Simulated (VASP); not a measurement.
OSZICAR of a VASP run on C32Si32:

### OSZICAR
```
       N       E                     dE             d eps       ncg     rms          rms(c)
DAV:   1     0.135806416252E+04    0.13581E+04   -0.11479E+05   322   0.123E+03
DAV:   2    -0.392049256630E+03   -0.17501E+04   -0.16486E+04   435   0.266E+02
DAV:   3    -0.534070645415E+03   -0.14202E+03   -0.14049E+03   380   0.766E+01
DAV:   4    -0.537843528743E+03   -0.37729E+01   -0.37585E+01   380   0.137E+01
DAV:   5    -0.537953008315E+03   -0.10948E+00   -0.10930E+00   372   0.223E+00    0.492E+01
RMM:   6    -0.477760093007E+03    0.60193E+02   -0.17831E+02   322   0.230E+01    0.231E+01
RMM:   7    -0.478988251262E+03   -0.12282E+01   -0.76017E+01   322   0.161E+01    0.108E+01
RMM:   8    -0.478072781899E+03    0.91547E+00   -0.84431E+00   322   0.621E+00    0.357E+00
RMM:   9    -0.478018646935E+03    0.54135E-01   -0.61242E-01   322   0.225E+00    0.127E+00
RMM:  10    -0.477955981669E+03    0.62665E-01   -0.20999E-01   322   0.893E-01    0.366E-01
RMM:  11    -0.477962332317E+03   -0.63506E-02   -0.47450E-02   345   0.393E-01    0.186E-01
RMM:  12    -0.477963015168E+03   -0.68285E-03   -0.36101E-03   322   0.154E-01    0.388E-02
RMM:  13    -0.477963106581E+03   -0.91413E-04   -0.14559E-03   323   0.707E-02    0.441E-02
RMM:  14    -0.477963122517E+03   -0.15936E-04   -0.17913E-04   293   0.307E-02    0.509E-02
RMM:  15    -0.477963163137E+03   -0.40620E-04   -0.15404E-04   291   0.224E-02    0.774E-02
RMM:  16    -0.477963173674E+03   -0.10537E-04   -0.33648E-05   223   0.124E-02    0.107E-01
RMM:  17    -0.477963212189E+03   -0.38515E-04   -0.64071E-05   289   0.143E-02    0.153E-01
RMM:  18    -0.477963174198E+03    0.37990E-04   -0.19704E-05   191   0.915E-03    0.119E-01
RMM:  19    -0.477963123012E+03    0.51187E-04   -0.40745E-04   412   0.329E-02    0.191E-02
RMM:  20    -0.477963126357E+03   -0.33450E-05   -0.77882E-06   191   0.624E-03
   1 F= -.47796313E+03 E0= -.47796313E+03  d E =-.477963E+03
```

Question: Which electronic solver shows in the log?

Answer: It is blocked Davidson (ALGO = Normal, or the opening steps of other solvers) and then RMM-DIIS (ALGO = Fast or VeryFast). The INCAR had ALGO = Fast.

Question: Can the final energy be trusted as converged?

Answer: The run converged. It stopped with EDIFF = 1E-5, NELM = 100, NSW = 20 and EDIFFG = -0.03 after 1 ionic step (PBE GGA, plane waves, VASP's PBE PAW potentials (set 64)).  The supercell is sampled at Γ alone, which is coarse: total energies, pressure and levels can be off, energies of defects by several tenths of an eV.

The cell is a supercell, built from SiC (zinc blende).
